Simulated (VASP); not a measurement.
Consider the following.

```
Li
1.0
   -1.68956     1.68956     1.68956
    1.68956    -1.68956     1.68956
    1.68956     1.68956    -1.68956
Li
1
Direct
  0.00000   0.00000   0.00000
```

These are revTPSS meta-GGA, VASP's PBE PAW potentials (set 64) (plane waves; VASP 6.6.1) values and carry that method's errors. Numerical set-up: 520 eV cut-off, 14×14×14 Γ-centred mesh, first-order Methfessel-Paxton smearing of 0.10 eV, potentials Li_sv.

Task: Predict the energy per atom (σ→0), band gap (on the k-mesh) with the smallest direct gap where there is one.

Result: 
The band gap (on the k-mesh) is none (metal, semimetal or under 0.01 eV) and the energy per atom (σ→0) comes out as -2.687 eV/atom.

The compound is Li in the bcc structure. It was relaxed first, which changed the volume by -9 %. The start is the result of an earlier pass.
